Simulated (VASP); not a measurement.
Consider the following.

```yaml
crystal:
  lattice:
    - [1.74347, -3.01978, 0.00000]
    - [1.74347, 3.01978, 0.00000]
    - [0.00000, 0.00000, 5.86555]
  atoms:
    - { symbol: Ti, position: [0.00000, 0.00000, 0.00000] }
    - { symbol: Se, position: [0.33333, 0.66667, 0.26432] }
    - { symbol: Se, position: [0.66667, 0.33333, 0.73568] }
```

Level of theory: PBE GGA with D3 dispersion (Becke-Johnson damping), VASP's PBE PAW potentials (set 64) (plane waves; VASP). Numerical set-up: 520 eV cut-off, Gaussian smearing of 0.050 eV, potentials Ti_sv Se.

Task: What does the run give for the band gap (along the path) with the smallest direct gap where there is one?

Result: 
```json
{
  "band gap (along the path)": "none (metal, semimetal or under 0.01 eV)"
}
```

Total energies compare only between runs with the same potentials, cut-off and functional.

The compound is TiSe2 in the 1T layered structure. It was relaxed first, which changed the volume by -5 %.
